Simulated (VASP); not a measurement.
Consider the following.

```yaml
crystal:
  lattice:
    - [3.19186, 0.00000, 0.00000]
    - [-1.59593, 2.76423, 0.00000]
    - [0.00000, 0.00000, 12.44931]
  atoms:
    - { symbol: Mo, position: [0.66667, 0.33333, 0.75000] }
    - { symbol: Mo, position: [0.33333, 0.66667, 0.25000] }
    - { symbol: S, position: [0.66667, 0.33333, 0.37607] }
    - { symbol: S, position: [0.33333, 0.66667, 0.87607] }
    - { symbol: S, position: [0.33333, 0.66667, 0.62393] }
    - { symbol: S, position: [0.66667, 0.33333, 0.12393] }
```

Level of theory: optB88-vdW, VASP's PBE PAW potentials (set 64) (plane waves; VASP). Settings: 480 eV cut-off, 7×7×2 Γ-centred mesh, Gaussian smearing of 0.050 eV, potentials Mo_sv S.

Problem. Estimate the energy per atom (σ→0).

Solution. 
```
Item                           Result
---------------------  --------------
energy per atom (σ→0)  -5.221 eV/atom
```

The absolute energy has meaning only against runs of the same code, potentials and settings.

The compound is MoS2 in the 2H layered structure. It was relaxed first. The start is the result of an earlier pass.
